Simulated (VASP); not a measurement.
# GeF₂: convergence, relaxation of the atoms

GeF₂, molecule in box, 3 atoms in the cell. PBE, relaxation of the atoms; PAW potentials F, Ge_d (PBE set). VASP 6.6.1.

Wanted: energy within 1 meV/atom; two shortest distances of each atom within 0.01 Å.

POSCAR:
```
GeF2
1.0
   11.0000000000      0.0000000000      0.0000000000
    0.0000000000     12.0000000000      0.0000000000
    0.0000000000      0.0000000000     10.0000000000
F Ge
2 1
Direct
    0.4467960000      0.4006390000      0.4621680000
    0.5003660000      0.6039480000      0.5291320000
    0.5606380000      0.4664670000      0.5441750000
```

The series start from Force threshold EDIFFG (eV/Å): -0.02; Electronic threshold EDIFF (eV): 1e-6; Relaxation method: conjugate gradient, POTIM 0.5; Mixing and least electronic steps: default. Each series keeps the choices made before it, and each single choice may use up half of a tolerance.

## Force threshold EDIFFG (eV/Å)

| Force threshold EDIFFG (eV/Å) | Energy less reference (meV/atom) | Two shortest distances of each atom, largest deviation (Å) | Time (s) |
|---|---|---|---|
| -0.1 | 0.3 | 0.017 | 50 |
| -0.05 | 0.1 | 0.001 | 42 |
| -0.02 | 0.1 | 0.000 | 62 |
| -0.01 | 0.1 | 0.000 | 43 |
| -0.003 (reference) | 0.0 | 0.000 | 131 |

Chosen: -0.05, the loosest value from which every tighter one stays within half of the tolerance.

## Electronic threshold EDIFF (eV)

| Electronic threshold EDIFF (eV) | Energy less reference (meV/atom) | Two shortest distances of each atom, largest deviation (Å) | Time (s) |
|---|---|---|---|
| 0.001 | 0.1 | 0.006 | 22 |
| 0.0001 | 0.1 | 0.002 | 20 |
| 1e-5 | 0.0 | 0.003 | 32 |
| 1e-6 | 0.0 | 0.001 | 42 |
| 1e-7 (reference) | 0.0 | 0.000 | 45 |

Chosen: 0.0001.

## Relaxation method

| Relaxation method | Energy less reference (meV/atom) | Two shortest distances of each atom, largest deviation (Å) | Time (s) |
|---|---|---|---|
| conjugate gradient, POTIM 0.5 | 0.0 | 0.000 | 20 |
| conjugate gradient, POTIM 0.2 | 0.0 | 0.002 | 20 |
| conjugate gradient, POTIM 1.0 | 0.0 | 0.002 | 23 |
| quasi-Newton, POTIM 0.5 | 0.0 | 0.002 | 21 |
| quasi-Newton, POTIM 0.3, 10 steps kept | 0.0 | 0.001 | 16 |
| quasi-Newton, POTIM 0.5, at least 5 electronic steps | -0.1 | 0.002 | 22 |
| damped dynamics, POTIM 0.2, SMASS 0.4 | -0.1 | 0.002 | 33 |
| damped dynamics, POTIM 0.4, SMASS 0.8 | -0.1 | 0.003 | 42 |
| velocity quench, POTIM 0.1 | 0.0 | 0.011 | 17 |

Chosen: quasi-Newton, POTIM 0.3, 10 steps kept; it saves 4.5 s of 20, so conjugate gradient, POTIM 0.5 would do nearly as well.

## Mixing and least electronic steps

| Mixing and least electronic steps | Energy less reference (meV/atom) | Two shortest distances of each atom, largest deviation (Å) | SCF iterations | Time (s) |
|---|---|---|---|---|
| default | 0.0 | 0.000 | 47 | 16 |
| MAXMIX 40 | -0.1 | 0.003 | 50 | 17 |
| NELMIN 4 | 0.0 | 0.001 | 48 | 16 |
| NELMIN 4, MAXMIX 40 | -0.1 | 0.003 | 54 | 19 |
| ALGO Fast | 0.0 | 0.008 | 51 | 18 |

Chosen: default; no other choice that stays within half of the tolerance saves 30 % of the time.

## All choices together

| Input | Energy less reference (meV/atom) | Two shortest distances of each atom, largest deviation (Å) | Time (s) |
|---|---|---|---|
| program defaults (naive) | 0.1 | 0.001 | 27 |
| chosen settings | 0.1 | 0.004 | 16 |
| reference settings throughout | 0.0 | 0.000 | 104 |

The tolerance is met.

Values of the reference run: Two shortest distances of each atom: 1.776, 1.776, 1.776, 1.776, 2.682, 2.682 A.

## The input

INCAR:
```
PREC = Normal ; ENCUT = 400
EDIFF = 1E-4 ; ISMEAR = 0
SIGMA = 0.01 ; ISYM = 0
LREAL = False ; LASPH = True
NELM = 100 ; ALGO = Normal
LWAVE = False ; LCHARG = False
IBRION = 1 ; NSW = 150
ISIF = 2 ; EDIFFG = -0.05
POTIM = 0.3 ; KPAR = 1
NFREE = 10
```

KPOINTS:
```
k-points
0
Gamma
  1 1 1
```

Commands:
```
cat potpaw_PBE.64/F/POTCAR potpaw_PBE.64/Ge_d/POTCAR > POTCAR
mpirun -np 4 vasp_gam > vasp.out
```

The naive input happens to agree within the tolerance here, in 27 s.

The chosen input took VASP 6.6.1 16 s on 4 cores (Intel Xeon 6975P-C (Granite Rapids)), a shared host.

## An input that fails: ionic step far too long

What the run shows: internal error in: us.F  at line: 1398 internal ERROR SETYLM_AUG: 8 -16 115 25 7 5 -17 If you are not a developer, you should not encounter this problem. Please submit a bug report.

Changes against the starting input:
```
- NELM = 100
- IBRION = 2
- NSW = 150
- POTIM = 0.5
+ NELM = 60
+ IBRION = 3
+ NSW = 30
+ POTIM = 5.0
+ SMASS = 0.4
```
